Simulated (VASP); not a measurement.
Input for VASP

### INCAR
```
ALGO  =  Normal
EDIFF  =  1E-6
EDIFFG  =  -0.02
ENCUT  =  520
GGA  =  PE
IBRION  =  2
ISIF  =  3
ISMEAR  =  1
IVDW  =  12
LASPH  =  T
LCHARG  =  F
LMAXMIX  =  4
LREAL  =  F
LWAVE  =  F
NELM  =  100
NSW  =  60
PREC  =  Accurate
SIGMA  =  0.1
SYSTEM  =  CoSi2
```

KPOINTS:
```
Automatic mesh
0
Gamma
9 9 9
0 0 0
```

**POSCAR**
```
CoSi2
1.0
  0.0000000000   2.6509267728   2.6509267728
  2.6509267728   0.0000000000   2.6509267728
  2.6509267728   2.6509267728   0.0000000000
Co Si
1 2
direct
  0.0000000000   0.0000000000   0.0000000000
  0.2500000000   0.2500000000   0.2500000000
  0.7500000000   0.7500000000   0.7500000000
```

POTCAR, in this order: Co Si (PBE.64 set). Program: vasp_std.

Q: Translate this PBE-D3(BJ) calculation to Quantum ESPRESSO's pw.x.

A: One equivalent input (not run):
```
&CONTROL
  calculation = 'vc-relax'
  pseudo_dir = './pseudo'
  outdir = './out'
  tprnfor = .true.
  tstress = .true.
  nstep = 60
  forc_conv_thr = 0.00078
/
&SYSTEM
  ibrav = 0
  nat = 3
  ntyp = 2
  ecutwfc = 96
  occupations = 'smearing'
  smearing = 'methfessel-paxton'
  degauss = 0.00735
  input_dft = 'pbe'
  vdw_corr = 'grimme-d3'
  dftd3_version = 4
  dftd3_threebody = .false.
/
&ELECTRONS
  conv_thr = 7.3e-08
  electron_maxstep = 100
/
&IONS
/
&CELL
/
ATOMIC_SPECIES
  Co 58.933 Co.upf
  Si 28.085 Si.upf
CELL_PARAMETERS angstrom
     0.0000000    2.6509268    2.6509268
     2.6509268    0.0000000    2.6509268
     2.6509268    2.6509268    0.0000000
ATOMIC_POSITIONS crystal
  Co   0.0000000  0.0000000  0.0000000
  Si   0.2500000  0.2500000  0.2500000
  Si   0.7500000  0.7500000  0.7500000
K_POINTS automatic
  9 9 9 0 0 0
```
Limits of the translation: the potentials are each code's own (VASP's PAW set, PseudoDojo norm-conserving files in pw.x), so ENCUT and ecutwfc are chosen apart and not converted; conv_thr bounds pw.x's estimated SCF error, while EDIFF bounds the energy change between steps; forc_conv_thr acts on force components and is met together with etot_conv_thr.

The compound is CoSi2 in the fluorite structure. It was relaxed first. The start is the result of an earlier pass.
